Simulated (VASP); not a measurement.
The system is Cd.

```xyz
2
Lattice="2.9511 0.0000 0.0000 -1.4755 2.5557 0.0000 0.0000 0.0000 5.6025" Properties=species:S:1:pos:R:3 pbc="T T T"
Cd    0.0000    1.7038    1.4006
Cd    1.4756    0.8519    4.2019
```

Base run:

```yaml
Program: VASP 6.6.1
Functional: r2SCAN
Potentials_or_basis: VASP PAW PBE potentials, release 64 (Cd)
Cutoff: 520 eV
k_mesh: 18 × 18 × 8
Occupations: gaussian, width 0.1 eV
Spin: no spin polarisation
```

Its results: band gap on the k mesh none (metal or under the smearing width); pressure 2.4 GPa.

Question: The run is repeated on the same cell with these changes: functional from r2SCAN to PBEsol; occupations from gaussian, width 0.1 eV to gaussian, width 0.5 eV. What comes out?

Answer: Band gap on the k mesh none (metal or under the smearing width); pressure 0.4 GPa.

Caveats: the PAW data sets were made with another functional, which shifts forces and pressure a little.
